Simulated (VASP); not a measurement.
```xyz
2
Lattice="0.0000 2.2006 2.2006 2.2006 0.0000 2.2006 2.2006 2.2006 0.0000" Properties=species:S:1:pos:R:3 pbc="T T T"
Ta     0.0000     0.0000     0.0000
C      2.2006     2.2006     2.2006
```

Level of theory: revPBE GGA, VASP's PBE PAW potentials (set 64) (plane waves; VASP). Run with 520 eV cut-off, 14×14×14 Γ-centred mesh, first-order Methfessel-Paxton smearing of 0.10 eV, potentials Ta_pv C.

Unless said otherwise, spin-orbit coupling is left out, though it shifts the bands of the heavy elements here.

**Question.** Estimate the energy per atom (σ→0), pressure, band gap (on the k-mesh) with the smallest direct gap where there is one.

**Answer.** 
| Quantity | Value |
|---|---|
| band gap (on the k-mesh) | none (metal, semimetal or under 0.01 eV) |
| energy per atom (σ→0) | -10649 meV/atom |
| pressure | 22.20 GPa |

The compound is TaC in the rock salt structure. This cell is one point of a volume scan, at 0.94 of the reference volume. The electron count is odd and the run is not spin-polarised, which forces a metal.
